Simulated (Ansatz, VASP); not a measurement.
# One calculation of MgRh, two programs

```
Mg Rh
1.0
     3.04722    0.00000    0.00000
     0.00000    3.04722    0.00000
     0.00000    0.00000    3.04722
Mg Rh
1 1
Direct
  0.00000 0.00000 0.00000
  0.50000 0.50000 0.50000
```

Alike in both runs: functional LDA; k mesh 14 × 14 × 14; occupations gaussian, width 0.1 eV; no spin polarisation.

Ansatz relaxed the structure, and its values are those at the end. VASP's run is a single point on that final structure, the one shown.

```csv
,VASP,Ansatz
version,VASP 6.6.1,Ansatz 0.2.0
potentials or method,"VASP PAW LDA potentials, release 64 (Mg, Rh_pv)","scalar-relativistic, plane waves, PAW"
plane-wave cutoff (eV),520,420
valence electrons in the cell,17,27
```

Ansatz gave:

* gap on the k mesh at the Fermi level (eV): none
* pressure (GPa): 0.0

Task: Estimate VASP's values.

Result: gap on the k mesh at the Fermi level (eV): none; pressure (GPa): -0.3.

A gap of «none» marks a metal or a gap that the smearing closes. The two sets of potentials don't hold the same shells in valence.
